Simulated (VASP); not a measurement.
Data:

```yaml
crystal:
  lattice:
    - [3.02102, 0.00000, 0.00000]
    - [-1.51051, 2.61628, 0.00000]
    - [0.00000, 0.00000, 8.17709]
  atoms:
    - { symbol: W, position: [0.33333, 0.66667, 0.03532] }
    - { symbol: W, position: [0.66667, 0.33333, 0.53532] }
    - { symbol: S, position: [0.33333, 0.66667, 0.33968] }
    - { symbol: S, position: [0.66667, 0.33333, 0.83968] }
```

All values below come from PBE GGA, VASP's PBE PAW potentials (set 64) (plane waves; VASP 6.6.1). Run with 400 eV cut-off, 13×13×5 Γ-centred mesh, tetrahedra with Blöchl corrections, potentials W_sv S.

The cores are frozen, which limits the accuracy of field gradients.

**Question.** Give the principal components of the electric field gradient (V/Å²) and the asymmetry η at each nucleus.

**Answer.** 
```json
[
 {"atom": "W1", "Vxx": "12.8", "Vyy": "12.8", "Vzz": "-25.7", "η": "0.00"},
 {"atom": "W2", "Vxx": "12.8", "Vyy": "12.8", "Vzz": "-25.7", "η": "0.00"},
 {"atom": "S3", "Vxx": "0.0", "Vyy": "0.0", "Vzz": "0.1", "η": "-"},
 {"atom": "S4", "Vxx": "0.0", "Vyy": "0.0", "Vzz": "0.1", "η": "-"}
]
```

The structure was generated: WS was put into the wurtzite type (P6_3mc), which need not be its known phase. It was relaxed first, which changed the volume by -45 %.
